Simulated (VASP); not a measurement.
Input:

```
Ru
1.0
    1.34995    -2.33818     0.00000
    1.34995     2.33818     0.00000
    0.00000     0.00000     4.25653
Ru
2
Direct
  0.33333   0.66667   0.25000
  0.66667   0.33333   0.75000
```

All values below come from PBE GGA with D3 dispersion (zero damping), VASP's PBE PAW potentials (set 64) (plane waves; VASP 6.6.1). Run with 520 eV cut-off, Gaussian smearing of 0.050 eV, potentials Ru_pv.

### Question
What does the run give for the band gap (along the path) with the smallest direct gap where there is one?

### Answer

- band gap (along the path): none (metal, semimetal or under 0.01 eV)

Only differences to runs with the same potentials and settings are physical.

The compound is Ru in the hcp structure. It was relaxed first.
